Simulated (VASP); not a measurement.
Output of a VASP run:

**OSZICAR**
```
       N       E                     dE             d eps       ncg     rms          rms(c)
DAV:   1     0.506173945918E+02    0.50617E+02   -0.46332E+03  1520   0.848E+02
DAV:   2    -0.773071253828E+01   -0.58348E+02   -0.58160E+02  1555   0.220E+02
DAV:   3    -0.913235884643E+01   -0.14016E+01   -0.13947E+01  2415   0.338E+01
DAV:   4    -0.917917245517E+01   -0.46814E-01   -0.46984E-01  2357   0.477E+00
DAV:   5    -0.917998147613E+01   -0.80902E-03   -0.81076E-03  2452   0.388E-01    0.639E-01
DAV:   6    -0.675907597405E+01    0.24209E+01   -0.35357E+00  1590   0.160E+01    0.227E+00
DAV:   7    -0.699167799966E+01   -0.23260E+00   -0.15917E-01  2126   0.382E+00    0.255E+00
DAV:   8    -0.678895966819E+01    0.20272E+00   -0.42675E-02  2203   0.240E+00    0.191E+00
DAV:   9    -0.656034074368E+01    0.22862E+00   -0.12594E-01  1881   0.531E+00    0.106E+00
DAV:  10    -0.665711121100E+01   -0.96770E-01   -0.57404E-02  2048   0.228E+00    0.419E-01
DAV:  11    -0.676580301465E+01   -0.10869E+00   -0.20795E-02  1608   0.169E+00    0.395E-01
DAV:  12    -0.697193471651E+01   -0.20613E+00   -0.99536E-02  1530   0.307E+00    0.585E-01
DAV:  13    -0.701462262944E+01   -0.42688E-01   -0.19414E-02  2137   0.142E+00    0.441E-01
DAV:  14    -0.701888809603E+01   -0.42655E-02   -0.20820E-03  1892   0.511E-01    0.339E-01
DAV:  15    -0.701624653886E+01    0.26416E-02   -0.90481E-04  1621   0.317E-01    0.269E-01
DAV:  16    -0.701585534376E+01    0.39120E-03   -0.45175E-04  1969   0.233E-01    0.186E-01
DAV:  17    -0.701527062016E+01    0.58472E-03   -0.10346E-03  1746   0.334E-01    0.326E-02
DAV:  18    -0.701525212668E+01    0.18493E-04   -0.25734E-04  2018   0.160E-01    0.265E-02
DAV:  19    -0.701519591173E+01    0.56215E-04   -0.12881E-04  1673   0.914E-02    0.140E-02
DAV:  20    -0.701519682426E+01   -0.91253E-06   -0.16993E-05  1655   0.438E-02    0.128E-02
DAV:  21    -0.701518903796E+01    0.77863E-05   -0.80625E-06  1838   0.272E-02    0.773E-03
DAV:  22    -0.701521053411E+01   -0.21496E-04   -0.98135E-06  2249   0.298E-02    0.839E-03
DAV:  23    -0.701520471509E+01    0.58190E-05   -0.24409E-06  1745   0.194E-02    0.348E-03
DAV:  24    -0.701520214256E+01    0.25725E-05   -0.24750E-06  1707   0.126E-02    0.215E-03
DAV:  25    -0.701519825813E+01    0.38844E-05   -0.17768E-06  1713   0.991E-03    0.505E-04
DAV:  26    -0.701519889387E+01   -0.63574E-06   -0.95823E-08  1885   0.227E-03    0.196E-04
DAV:  27    -0.701519908654E+01   -0.19267E-06   -0.22701E-08   894   0.192E-03    0.477E-05
DAV:  28    -0.701519921693E+01   -0.13039E-06   -0.37617E-09   815   0.781E-04    0.476E-05
DAV:  29    -0.701519906709E+01    0.14984E-06   -0.17568E-09   804   0.463E-04    0.334E-05
DAV:  30    -0.701519904174E+01    0.25345E-07   -0.63430E-10   798   0.249E-04
   1 F= -.70151990E+01 E0= -.70151990E+01  d E =0.000000E+00
       N       E                     dE             ncg
```

### OUTCAR
```
------------------------ aborting loop because EDIFF is reached ----------------------------------------
  FORCE on cell =-STRESS in cart. coord.  units (eV):
  Direction    XX          YY          ZZ          XY          YZ          ZX
  --------------------------------------------------------------------------------------
  Total       -0.0258473     -0.0258473     -0.0258473      0.0000000      0.0000000      0.0000000
  in kB       -0.9534195     -0.9534195     -0.9534195      0.0000000      0.0000000      0.0000000
  external PRESSURE =      -0.9534195 kB  Pullay stress =       0.0000000 kB
  volume of cell :       43.44
      direct lattice vectors                 reciprocal lattice vectors
    -2.214424000  2.214424000  2.214424000     0.000000000  0.225792351  0.225792351
     2.214424000 -2.214424000  2.214424000     0.225792351  0.000000000  0.225792351
     2.214424000  2.214424000 -2.214424000     0.225792351  0.225792351  0.000000000
 POSITION                                       TOTAL-FORCE (eV/Angst)
 -----------------------------------------------------------------------------------
      0.00000      0.00000      0.00000         0.000000     -0.000000      0.000000
 -----------------------------------------------------------------------------------
    total drift:                                0.000000      0.000000      0.000000
  FREE ENERGIE OF THE ION-ELECTRON SYSTEM (eV)
  ---------------------------------------------------
  free  energy   TOTEN  =        -7.0151990417 eV

  energy  without entropy=       -7.0151990417  energy(sigma->0) =       -7.01519904

 total charge

# of ion       s       p       d       tot
------------------------------------------
    1        2.071   5.840   0.137   8.048
```
(Selected blocks of OUTCAR.)

**POSCAR**
```
Ca
1
   -2.2144240000     2.2144240000     2.2144240000
    2.2144240000    -2.2144240000     2.2144240000
    2.2144240000     2.2144240000    -2.2144240000
Ca
1
Direct
  0.0000000000   0.0000000000   0.0000000000
```

Problem. Write an INCAR and KPOINTS that could have produced this output.

Solution. One answer among several that fit: the input of the run itself, r2SCAN meta-GGA, plane waves, VASP's PBE PAW potentials (set 64).

### KPOINTS
```
Automatic mesh
0
Gamma
13 13 13
0 0 0
```

**INCAR**
```
ALGO=Normal
EDIFF=1E-7
ENCUT=400
ISIF=2
ISMEAR=-5
LASPH=.TRUE.
LCHARG=.FALSE.
LMIXTAU=.TRUE.
LORBIT=11
LREAL=.FALSE.
LWAVE=.FALSE.
METAGGA=R2SCAN
NEDOS=601
NELM=100
PREC=Accurate
SYSTEM=Ca
```

File KPOINTS_OPT:
```
k-points along high-symmetry lines
10
Line-mode
Reciprocal
  0.000000   0.000000   0.000000 ! GAMMA
  0.500000  -0.500000   0.500000 ! H

  0.500000  -0.500000   0.500000 ! H
  0.000000   0.000000   0.500000 ! N

  0.000000   0.000000   0.500000 ! N
  0.000000   0.000000   0.000000 ! GAMMA

  0.000000   0.000000   0.000000 ! GAMMA
  0.250000   0.250000   0.250000 ! P

  0.250000   0.250000   0.250000 ! P
  0.500000  -0.500000   0.500000 ! H

  0.250000   0.250000   0.250000 ! P
  0.000000   0.000000   0.500000 ! N
```

POTCAR, in this order: Ca_sv (PBE.64 set). Program: vasp_std.

For a metal the tetrahedron method with Blöchl corrections gives inexact stress and forces.

The structure was generated: Ca was put into the bcc type (Im-3m), which need not be its known phase. The cell was not relaxed at this level.
